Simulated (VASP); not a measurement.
Ta2SiN2:

```
CELL_PARAMETERS angstrom
6.93874 -0.00343 -0.04860
-1.73617 3.00076 0.02758
-0.04565 0.03348 6.54217
ATOMIC_POSITIONS crystal
Ta 0.17277 0.66217 0.29851
Ta 0.67825 0.70589 0.27064
Ta 0.33030 0.36234 0.69993
Ta 0.83288 0.33505 0.71322
Si 0.01460 0.03108 0.01414
Si 0.51548 0.03214 0.98581
N 0.12712 0.64056 0.63072
N 0.65683 0.67039 0.61262
N 0.31672 0.31275 0.34030
N 0.85050 0.32588 0.38238
```

The cell was built by a generator and needn't be a form met in nature.

```yaml
Program: VASP 6.6.1
Task: relaxation of cell and atoms
Functional: PBE
Potentials_or_basis: VASP PAW PBE potentials, release 64 (Ta_pv, Si, N)
Cutoff: 520 eV
k_mesh: 7 × 7 × 4
Occupations: gaussian, width 0.15 eV
Spin: no spin polarisation
```

At the start: pressure 2.9 GPa; volume 13.62 Å³/atom.

**Question.** Where does the relaxation end?

**Answer.** Over 25 steps the energy falls by 149.0 meV/atom and the volume is 13.55 Å³/atom (-0.5 %); space group P-3m1 (No. 164, to 0.05 Å).

Step by step:
```
step  energy change (eV)  largest force (eV/Å)  pressure (GPa)  volume (Å³)
   1              0.0000                5.4461            2.92       136.17
   2             -0.9303                1.7209           -6.96       141.05
   3             -1.0081                1.5079           -5.59       139.59
   4             -1.2301                1.3368            8.20       131.52
   5             -1.2885                1.2090            3.42       133.92
   6             -1.4123                0.8418           -0.62       136.01
   7             -1.4150                0.7130           -0.17       135.74
   8             -1.4616                0.2808           -0.47       135.86
   9             -1.4671                0.2933           -0.57       135.91
  10             -1.4784                0.1508            0.84       135.06
  11             -1.4784                0.1477            0.75       135.10
  12             -1.4819                0.1414           -0.71       135.85
  13             -1.4824                0.1349           -0.34       135.65
  14             -1.4856                0.0766           -0.11       135.47
  15             -1.4861                0.0823            0.04       135.37
  16             -1.4879                0.0650            0.07       135.37
  17             -1.4883                0.0781            0.12       135.36
  18             -1.4884                0.0848            0.12       135.36
  19             -1.4894                0.0474           -0.19       135.58
  20             -1.4894                0.0450           -0.26       135.61
  21             -1.4896                0.0745            0.29       135.30
  22             -1.4898                0.0427            0.10       135.41
  23             -1.4902                0.0317            0.03       135.45
  24             -1.4902                0.0317            0.02       135.45
  25             -1.4904                0.0150           -0.07       135.49
```

Final structure:
```
Ta Si N
1.0
     6.92614   -0.01232   -0.00009
    -1.73766    3.00518   -0.00021
    -0.00006   -0.00128    6.51637
Ta Si N
4 2 4
Cartesian
  -0.0245 2.0243 1.8704
  3.4436 2.0217 1.8580
  1.7157 1.0214 4.5785
  5.1734 1.0132 4.5897
  -0.0059 0.0267 6.4826
  3.4383 0.0072 6.4819
  -0.0186 2.0236 4.0556
  3.4487 2.0208 4.0508
  1.7098 1.0210 2.3941
  5.1686 1.0130 2.3982
```
